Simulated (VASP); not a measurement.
Consider the following.

```xyz
3
Lattice="1.5384 -2.6647 0.0000 1.5384 2.6647 0.0000 0.0000 0.0000 3.4783" Properties=species:S:1:pos:R:3 pbc="T T T"
Mg     0.0000     0.0000     3.4783
B      1.5384     0.8882     1.7392
B      1.5384    -0.8882     1.7392
```

Level of theory: rev-vdW-DF2, VASP's PBE PAW potentials (set 64) (plane waves; VASP). Settings: 520 eV cut-off, Gaussian smearing of 0.050 eV, potentials Mg B.

Give the energies of bands 1 to 6 at the high-symmetry points, in eV from the Fermi level.

```tsv
band	Γ	M	K	A	L	H
1	-12.41	-8.52	-7.25	-11.07	-7.49	-6.30
2	-2.79	-7.81	-7.25	-7.41	-6.86	-6.30
3	0.36	-2.17	-5.83	0.76	-3.55	-5.13
4	0.36	0.34	1.93	0.76	-1.86	-1.99
5	1.95	3.24	1.93	6.70	-1.25	-1.99
6	6.36	3.95	6.41	6.70	5.86	3.71
```

It has no gap at this level: it comes out as a metal or semimetal.

The compound is MgB2 in the AlB2 type structure. It was relaxed first.
